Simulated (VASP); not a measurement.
VASP ran on this input.

**INCAR**
```
SYSTEM = Ge
PREC = Accurate
ENCUT = 480
EDIFF = 1E-6
NELM = 100
ALGO = Normal
LREAL = .FALSE.
LASPH = .TRUE.
ISMEAR = 1
SIGMA = 0.1
GGA = PS
LMAXMIX = 4
LWAVE = .FALSE.
LCHARG = .FALSE.
IBRION = 2
ISIF = 3
NSW = 60
EDIFFG = -0.01
```

KPOINTS:
```
Automatic mesh
0
Gamma
10 10 10
0 0 0
```

**POSCAR**
```
Ge
1.0
  0.0000000000   2.8358140393   2.8358140393
  2.8358140393   0.0000000000   2.8358140393
  2.8358140393   2.8358140393   0.0000000000
Ge
2
Cart
  2.8358140393   2.8358140393   2.8358140393
  4.2537210590   4.2537210590   4.2537210590
```

POTCAR, in this order: Ge_d (PBE.64 set). Program: vasp_std.

### Question
Write an equivalent input for Ansatz.

### Answer
One equivalent input (not run):
Ansatz 0.2 input:
```yaml
crystal:
  lattice:
    - [0.0000000, 2.8358140, 2.8358140]
    - [2.8358140, 0.0000000, 2.8358140]
    - [2.8358140, 2.8358140, 0.0000000]
  atoms:
    - { symbol: Ge, position: [0.5000000, 0.5000000, 0.5000000] }
    - { symbol: Ge, position: [0.7500000, 0.7500000, 0.7500000] }
kpoints:
  mp_grid: { grid: [10, 10, 10] }
hamiltonian:
  xc: pbesol
  pseudopotentials: { kind: paw }
scf:
  occupations: { method: methfessel_paxton, width: 0.1 }
  max_iter: 100
relax:
  max_steps: 60
  f_tol: 0.01
  cell: {}
output: { forces: true, stress: true, eigenvalues: true }
```
What does not carry over: each code has its own PAW files, so the cut-off isn't converted (ENCUT is set for VASP's; basis.ecutwfc is left out, and Ansatz then takes the one that its files recommend); Ansatz stops its SCF on the density residual and VASP on the energy change (EDIFF).

The compound is Ge in the diamond structure. This run relaxes it. Symmetry was kept, so distortions that lower it aren't found. The start is the result of an earlier pass.
